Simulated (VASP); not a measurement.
# Sr2SO (P4/mmm) in VASP: settings compared

The runs below take Sr2SO through single point, with HSE(alpha, omega).

Program: VASP 6.6.1. These are calculated values, not measurements. Logs are shortened: lines on timing, memory, paths and dates and some standing lists are left out, and cuts for length are marked.

## Step 1: The structure

It takes space group P4/mmm (No. 123, tetragonal). The conventional cell has a = 4.043 Å, b = 4.043 Å, c = 5.718 Å, α = 90.00°, β = 90.00°, γ = 90.00°. Sr (site symmetry 4/mmm) is surrounded by 2 O at 2.86 Å and 4 S at 2.86 Å. Sr (site symmetry 4/mmm) has 2 S at 2.86 Å and 4 O at 2.86 Å as nearest neighbours. S (site symmetry 4/mmm) has 6 Sr at 2.86 Å as nearest neighbours. O (site symmetry 4/mmm) is surrounded by 6 Sr at 2.86 Å.

The cell comes from a database or a generator and needn't be the stable form of this composition.

## Step 2: Single point, HSE(alpha, omega)

POSCAR

```
Sr2SO
1.0
    4.0432370000      0.0000000000      0.0000000000
    0.0000000000      4.0432370000      0.0000000000
    0.0000000000      0.0000000000      5.7180000000
Sr S O
2 1 1
Direct
    0.5000000000      0.5000000000      0.5000000000
    0.0000000000      0.0000000000      0.0000000000
    0.0000000000      0.0000000000      0.5000000000
    0.5000000000      0.5000000000      0.0000000000
```

INCAR.step1

```
SYSTEM = Sr2SO
PREC     = Accurate       ! precision mode
ENCUT    = 520            ! plane-wave cutoff, eV
EDIFF    = 1E-5           ! SCF threshold, eV
ISMEAR   = -1             ! smearing method
SIGMA    = 0.05           ! smearing width, eV
LREAL    = .FALSE.        ! projectors in reciprocal space
LASPH    = .TRUE.         ! aspherical terms in the spheres
NELM     = 80             ! most SCF steps
ALGO     = Normal         ! electronic algorithm
ISIF     = 2              ! what is computed and relaxed
LWAVE    = .TRUE.         ! write WAVECAR
LCHARG   = .FALSE.        ! write CHGCAR
NBANDS   = 24             ! bands
GGA      = PE             ! functional
```

INCAR.step2

```
SYSTEM = Sr2SO
PREC     = Accurate       ! precision mode
ENCUT    = 520            ! plane-wave cutoff, eV
EDIFF    = 1E-7           ! SCF threshold, eV
ISMEAR   = -1             ! smearing method
SIGMA    = 0.05           ! smearing width, eV
LREAL    = .FALSE.        ! projectors in reciprocal space
LASPH    = .TRUE.         ! aspherical terms in the spheres
NELM     = 80             ! most SCF steps
ALGO     = Normal         ! electronic algorithm
ISIF     = 2              ! what is computed and relaxed
LWAVE    = .FALSE.        ! write WAVECAR
LCHARG   = .FALSE.        ! write CHGCAR
GGA      = PE             ! functional
LHFCALC  = .TRUE.         ! exact exchange
HFSCREEN = 0.2            ! screening, 1/A
AEXX     = 0.2            ! exact-exchange fraction
PRECFOCK = Fast         
NBANDS   = 24             ! bands
ISTART   = 1
```

KPOINTS

```
regular mesh
0
G
  4 4 3
  0 0 0
```

Potentials or basis: VASP PAW PBE potentials, release 64 (Sr_sv, S, O).

On the command line:

```bash
cat potpaw_PBE.64/Sr_sv/POTCAR potpaw_PBE.64/S/POTCAR potpaw_PBE.64/O/POTCAR > POTCAR
cp INCAR.step1 INCAR
mpirun -np 1 vasp_std > vasp.out
cp INCAR.step2 INCAR
mpirun -np 1 vasp_std > vasp.out
```

OUTCAR:

```text
SYSTEM = Sr2SO
   PREC = Accurate
   ENCUT = 520
   EDIFF = 1E-7
   ISMEAR = -1
   LREAL = .FALSE.
   LASPH = .TRUE.
   NELM = 80
   ISIF = 2
   GGA = PE
   LHFCALC = .TRUE.
   HFSCREEN = 0.2
   AEXX = 0.2
   PRECFOCK = Fast
   ISTART = 1

 ion  position               nearest neighbor table
   1  0.500  0.500  0.500-   4 2.86   4 2.86   3 2.86   3 2.86   3 2.86   3 2.86   2 4.04   2 4.04
                             2 4.04   2 4.04   2 4.04   2 4.04   2 4.04   2 4.04
   2  0.000  0.000  0.000-   3 2.86   3 2.86   4 2.86   4 2.86   4 2.86   4 2.86   1 4.04   1 4.04
                             1 4.04   1 4.04   1 4.04   1 4.04   1 4.04   1 4.04
   3  0.000  0.000  0.500-   2 2.86   2 2.86   1 2.86   1 2.86   1 2.86   1 2.86
   4  0.500  0.500  0.000-   1 2.86   1 2.86   2 2.86   2 2.86   2 2.86   2 2.86

  LATTYP: Found a simple tetragonal cell.
 ALAT       =     4.0432370000
 C/A-ratio  =     1.4142134137

  Lattice vectors:

 A1 = (   4.0432370000,   0.0000000000,   0.0000000000)
 A2 = (   0.0000000000,   4.0432370000,   0.0000000000)
 A3 = (   0.0000000000,   0.0000000000,   5.7180000000)

Analysis of symmetry for initial positions (statically):
=====================================================================
 Subroutine PRICEL returns:
 Original cell was already a primitive cell.

 Routine SETGRP: Setting up the symmetry group for a
 simple tetragonal supercell.

 Subroutine GETGRP returns: Found 16 space group operations
 (whereof 16 operations were pure point group operations)
 out of a pool of 16 trial point group operations.

The static configuration has the point symmetry D_4h.

Analysis of symmetry for dynamics (positions and initial velocities):
=====================================================================
 Subroutine PRICEL returns:
 Original cell was already a primitive cell.

 Routine SETGRP: Setting up the symmetry group for a
 simple tetragonal supercell.

 Subroutine GETGRP returns: Found 16 space group operations
 (whereof 16 operations were pure point group operations)
 out of a pool of 16 trial point group operations.

The dynamic configuration has the point symmetry D_4h.

 Subroutine INISYM returns: Found 16 space group operations
 (whereof 16 operations are pure point group operations),
 and found     1 'primitive' translations

----------------------------------------------------------------------------------------

                                     Primitive cell

  volume of cell :      93.4765

  direct lattice vectors                    reciprocal lattice vectors
     4.043237000  0.000000000  0.000000000     0.247326585  0.000000000  0.000000000
     0.000000000  4.043237000  0.000000000     0.000000000  0.247326585  0.000000000
     0.000000000  0.000000000  5.718000000     0.000000000  0.000000000  0.174886324

  length of vectors
     4.043237000  4.043237000  5.718000000     0.247326585  0.247326585  0.174886324

  position of ions in fractional coordinates (direct lattice)
     0.500000000  0.500000000  0.500000000
     0.000000000  0.000000000  0.000000000
     0.000000000  0.000000000  0.500000000
     0.500000000  0.500000000  0.000000000

  ion indices of the primitive-cell ions
   primitive index   ion index
                 1           1
                 2           2
                 3           3
                 4           4

----------------------------------------------------------------------------------------

 KPOINTS: regular mesh

Automatic generation of k-mesh.
 Grid dimensions read from file:
 generate k-points for:    4    4    3

 Generating k-lattice:

  Cartesian coordinates                     Fractional coordinates (reciprocal lattice)
     0.061831646  0.000000000  0.000000000     0.250000000  0.000000000  0.000000000
     0.000000000  0.061831646  0.000000000     0.000000000  0.250000000  0.000000000
     0.000000000  0.000000000  0.058295441     0.000000000  0.000000000  0.333333333

  Length of vectors
     0.061831646  0.061831646  0.058295441

  Shift w.r.t. Gamma in fractional coordinates (k-lattice)
     0.000000000  0.000000000  0.000000000

 Subroutine IBZKPT returns following result:
 ===========================================

 Found     12 irreducible k-points:

 Following reciprocal coordinates:
            Coordinates               Weight
  0.000000  0.000000  0.000000      1.000000
  0.250000  0.000000  0.000000      4.000000
  0.500000  0.000000  0.000000      2.000000
  0.250000  0.250000  0.000000      4.000000
  0.500000  0.250000  0.000000      4.000000
  0.500000  0.500000  0.000000      1.000000
  0.000000  0.000000  0.333333      2.000000
  0.250000  0.000000  0.333333      8.000000
  0.500000  0.000000  0.333333      4.000000
  0.250000  0.250000  0.333333      8.000000
  0.500000  0.250000  0.333333      8.000000
  0.500000  0.500000  0.333333      2.000000
   k-points           NKPTS =     12   k-points in BZ     NKDIM =     48   number of bands    NBANDS=     24
   number of dos      NEDOS =    301   number of ions     NIONS =      4
   total plane-waves  NPLWV =  43200
   dimension x,y,z NGX =    30 NGY =   30 NGZ =   48
   dimension x,y,z NGXF=    60 NGYF=   60 NGZF=   96
   ions per type =               2   1   1
   NGX,Y,Z   is equivalent  to a cutoff of  12.34, 12.34, 13.96 a.u.
   NGXF,Y,Z  is equivalent  to a cutoff of  24.67, 24.67, 27.91 a.u.
 SYSTEM =  Sr2SO
   PREC   = accura    normal or accurate (medium, high low for compatibility)
   ISTART =      1    job   : 0-new  1-cont  2-samecut
   ICHARG =      0    charge: 1-file 2-atom 10-const
   ISPIN  =      1    spin polarized calculation?
   LNONCOLLINEAR =      F non collinear calculations
   LSORBIT =      F    spin-orbit coupling
   LASPH  =      T    aspherical Exc in radial PAW
   ENCUT  =  520.0 eV  38.22 Ry    6.18 a.u.   7.52  7.52 10.63*2*pi/ulx,y,z
   NELM   =     80;   NELMIN=  2; NELMDL=  0     # of ELM steps
   EDIFF  = 0.1E-06   stopping-criterion for ELM
   LREAL  =      F    real-space projection
   EDIFFG = 0.1E-05   stopping-criterion for IOM
   NSW    =      0    number of steps for IOM
   IBRION =     -1    ionic relax: 0-MD 1-quasi-New 2-CG
   NFREE  =      0    steps in history (QN), initial steepest desc. (CG)
   ISIF   =      2    stress and relaxation
   ISYM   =      3    0-nonsym 1-usesym 2-fastsym
   POTIM  = 0.5000    time-step for ionic-motion
   TEBEG  =    0.0;   TEEND  =   0.0 temperature during run
   PSTRESS=    0.0 pullay stress
   NELECT =      32.0000    total number of electrons
   NUPDOWN=      -1.0000    fix difference up-down
   EMIN   =  10.00;   EMAX   =-10.00  energy-range for DOS
   EFERMI =   0.00;   METHOD = LEGACY
   ISMEAR =    -1;   SIGMA  =   0.05  broadening in eV -4-tet -1-fermi 0-gaus
   EFERMI_NEDOS =   21; number of points for ismear=-14 and -15
   IALGO  =     38    algorithm
   IMIX   =      1    mixing-type and parameters
     AMIX     =   0.40;   BMIX     =  1.00
     AMIX_MAG =   1.60;   BMIX_MAG =  1.00
  volume/ion in A,a.u.               =      23.37       157.70
  Fermi-wavevector in a.u.,A,eV,Ry     =   1.145225  2.164161 17.844574  1.311539
  Thomas-Fermi vector in A             =   2.281914
   LORBIT       =      0    0 simple, 1 ext, 2 COOP (PROOUT), +10 PAW based schemes
   GGA     = PE    functional components
   LHFCALC =     T    Hartree Fock is set to
   PRECFOCK=fast      Normal, Fast or Accurate (Low or Medium for compatibility)
   ENCUT4O =  -1.0   cutoff for four orbital integrals eV
   NKREDX  =     1    reduce k-point grid by
   NKREDY  =     1    reduce k-point grid by
   NKREDZ  =     1    reduce k-point grid by
   AEXX    =    0.2000 exact exchange contribution
   HFSCREEN=    0.2000 screening length (either q_TF or 0.3 A-1)
   HFSCREENC=   0.2000 screening length for correlation (either q_TF or 0.3 A-1)
   ENCUTFOCK=  -1.0 apply spherical cutoff to Coloumb kernel
   IVDW    =     0    specifies the selected vdW correction
   LEPSILON=     F    determine dielectric tensor
   LRPA    =     F    only Hartree local field effects (RPA)
 non-spin polarized calculation
  energy-cutoff  :      520.00
  volume of cell :       93.48
 maximum number of plane-waves:      2533
  NGX = 18; NGY = 18; NGZ = 28

 number of electron      31.9999994 magnetization

 Free energy of the ion-electron system (eV)
  ---------------------------------------------------
  ext. energy  EPLUGINS =         0.00000000
  ---------------------------------------------------
  free energy    TOTEN  =       -23.95110836 eV

  energy without entropy =      -23.95110836  energy(sigma->0) =      -23.95110836

 E-fermi :   2.2618     XC(G=0):  -7.8731

 val. band max:        1.1216499775   @ k =   0.0000   0.0000   0.0000
 cond. band min:       4.2842843045   @ k =   0.0000   0.0000   0.0000
 fundamental gap:      3.1626343270
 Fermi energy:         2.2618059975

 k-point     1 :       0.0000    0.0000    0.0000
  band No.  band energies     occupation
      1     -34.1028      2.00000
      2     -34.0338      2.00000
      3     -15.4113      2.00000
      4     -15.1484      2.00000
      5     -15.1484      2.00000
      6     -14.9367      2.00000
[... 16 lines left out ...]
     23       7.6904      0.00000
     24       9.3046      0.00000

 k-point     2 :       0.2500    0.0000    0.0000
  band No.  band energies     occupation
      1     -34.0922      2.00000
      2     -34.0314      2.00000
      3     -15.4765      2.00000
      4     -15.3782      2.00000
      5     -15.3548      2.00000
      6     -15.1062      2.00000
[... 16 lines left out ...]
     23       9.1016      0.00000
     24       9.3293      0.00000

 k-point     3 :       0.5000    0.0000    0.0000
  band No.  band energies     occupation
      1     -34.0809      2.00000
      2     -34.0297      2.00000
      3     -15.7190      2.00000
      4     -15.6257      2.00000
      5     -15.2835      2.00000
      6     -15.0568      2.00000
[... 16 lines left out ...]
     23       9.0091      0.00000
     24       9.4267      0.00000
[... 190 lines left out ...]
 k-point    11 :       0.5000    0.2500    0.3333
  band No.  band energies     occupation
      1     -34.0754      2.00000
      2     -34.0228      2.00000
      3     -15.6864      2.00000
      4     -15.6619      2.00000
      5     -15.2074      2.00000
      6     -15.1776      2.00000
[... 16 lines left out ...]
     23      10.2607      0.00000
     24      10.3429      0.00000

 k-point    12 :       0.5000    0.5000    0.3333
  band No.  band energies     occupation
      1     -34.0701      2.00000
      2     -34.0161      2.00000
      3     -15.3664      2.00000
      4     -15.3664      2.00000
      5     -15.3546      2.00000
      6     -15.3271      2.00000
[... 16 lines left out ...]
     23       9.8118      0.00000
     24      10.9618      0.00000

------------------------ aborting loop because EDIFF is reached ----------------------------------------

  FORCE on cell =-STRESS in cart. coord.  units (eV):
  Direction    XX          YY          ZZ          XY          YZ          ZX
  --------------------------------------------------------------------------------------
  -------------------------------------------------------------------------------------
  Total       -0.4826564     -0.4826564     -0.4006982      0.0000000     -0.0000000      0.0000000
  in kB       -8.2726770     -8.2726770     -6.8679238      0.0000000     -0.0000000      0.0000000
  external PRESSURE =      -7.8044259 kB  Pullay stress =       0.0000000 kB

 VOLUME and BASIS-vectors are now :
 -----------------------------------------------------------------------------
  energy-cutoff  :      520.00
  volume of cell :       93.48
      direct lattice vectors                 reciprocal lattice vectors
     4.043237000  0.000000000  0.000000000     0.247326585  0.000000000  0.000000000
     0.000000000  4.043237000  0.000000000     0.000000000  0.247326585  0.000000000
     0.000000000  0.000000000  5.718000000     0.000000000  0.000000000  0.174886324

 POSITION                                       TOTAL-FORCE (eV/Angst)
 -----------------------------------------------------------------------------------
      2.02162      2.02162      2.85900         0.000000      0.000000      0.000000
      0.00000      0.00000      0.00000         0.000000      0.000000      0.000000
      0.00000      0.00000      2.85900         0.000000      0.000000      0.000000
      2.02162      2.02162      0.00000         0.000000      0.000000      0.000000
 -----------------------------------------------------------------------------------
    total drift:                               -0.000001      0.000001     -0.000003

  FREE ENERGIE OF THE ION-ELECTRON SYSTEM (eV)
  ---------------------------------------------------
  free  energy   TOTEN  =       -23.9511083628 eV

  energy  without entropy=      -23.9511083627  energy(sigma->0) =      -23.95110836
```

It took 17 min on 1 thread of Intel Xeon Platinum 8488C (Sapphire Rapids), shared host; peak memory 0.33 GiB.

Results:

```yaml
Free_energy: -23.9511 eV
Pressure: -0.8 GPa
Band_gap_on_the_k_mesh: 3.16 eV, direct
```

Stress tensor (GPa, compression positive):
```
-0.83  0.00  0.00
 0.00 -0.83  0.00
 0.00  0.00 -0.69
```

Levels at points of the mesh, in eV from the valence-band top:
| k point | band 12 | band 13 | band 14 | band 15 | band 16 | band 17 | band 18 | band 19 | band 20 | band 21 |
| --- | --- | --- | --- | --- | --- | --- | --- | --- | --- | --- |
| (0.00, 0.00, 0.00) | -0.61 | -0.61 | -0.03 | 0.00 | 0.00 | 3.16 | 3.92 | 5.73 | 5.73 | 6.10 |
| (0.50, 0.00, 0.00) | -1.69 | -1.31 | -1.25 | -0.59 | -0.46 | 5.39 | 6.47 | 6.82 | 6.97 | 7.19 |
| (0.50, 0.50, 0.00) | -1.53 | -0.81 | -0.29 | -0.29 | -0.17 | 3.38 | 3.38 | 6.66 | 7.53 | 8.34 |

Caveat: the PAW data sets were made with another functional, which shifts forces and pressure a little; an odd mesh through Γ misses points on the zone boundary, where band edges often lie.

[end of part 1 of 2]
